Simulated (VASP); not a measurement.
Data:

```xyz
2
Lattice="0.0000 2.9122 2.9122 2.9122 0.0000 2.9122 2.9122 2.9122 0.0000" Properties=species:S:1:pos:R:3 pbc="T T T"
Eu     0.0000     0.0000     0.0000
S      2.9122     2.9122     2.9122
```

All values below come from rev-vdW-DF2, VASP's PBE PAW potentials (set 64) (plane waves; VASP). Numerical set-up: 520 eV cut-off, 9×9×9 Γ-centred mesh, tetrahedra with Blöchl corrections, potentials Eu_2 S.

The 4f electrons are frozen in the core of the lanthanide potential, so 4f levels, which can set the real gap, and their magnetism are missing.

Estimate the energy per atom (σ→0).

```
Quantity                        Value
---------------------  --------------
energy per atom (σ→0)  -3.673 eV/atom
```

The absolute energy has meaning only against runs of the same code, potentials and settings.

The compound is EuS in the rock salt structure. It was relaxed first, which changed the volume by -7 %.
